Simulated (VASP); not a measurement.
Consider the following.

```yaml
crystal:
  lattice:
    - [1.30386, -2.25836, 0.00000]
    - [1.30386, 2.25836, 0.00000]
    - [0.00000, 0.00000, 4.58844]
  atoms:
    - { symbol: Zn, position: [0.33333, 0.66667, 0.25000] }
    - { symbol: Zn, position: [0.66667, 0.33333, 0.75000] }
```

Computed with LDA (Ceperley-Alder, Perdew-Zunger), VASP's LDA PAW potentials (set 64) (plane waves; VASP 6.6.1). Run with 520 eV cut-off, Gaussian smearing of 0.050 eV, potentials Zn.

Task: Give the energies of bands 11 to 15 at the high-symmetry points, in eV from the Fermi level.

Result: 
```json
[
 {"band": "11", "Γ": "-7.38", "M": "-3.43", "K": "-0.36", "A": "-7.51", "L": "-2.35", "H": "0.60"},
 {"band": "12", "Γ": "-3.97", "M": "-2.56", "K": "-0.36", "A": "-7.51", "L": "-2.35", "H": "0.60"},
 {"band": "13", "Γ": "-2.34", "M": "3.23", "K": "-0.29", "A": "6.08", "L": "0.13", "H": "1.71"},
 {"band": "14", "Γ": "16.64", "M": "3.65", "K": "5.57", "A": "6.08", "L": "0.13", "H": "1.71"},
 {"band": "15", "Γ": "17.68", "M": "5.06", "K": "6.50", "A": "19.24", "L": "11.66", "H": "2.24"}
]
```

It has no gap at this level: it comes out as a metal or semimetal.

The compound is Zn in the hcp structure. It was relaxed first, which changed the volume by -11 %.
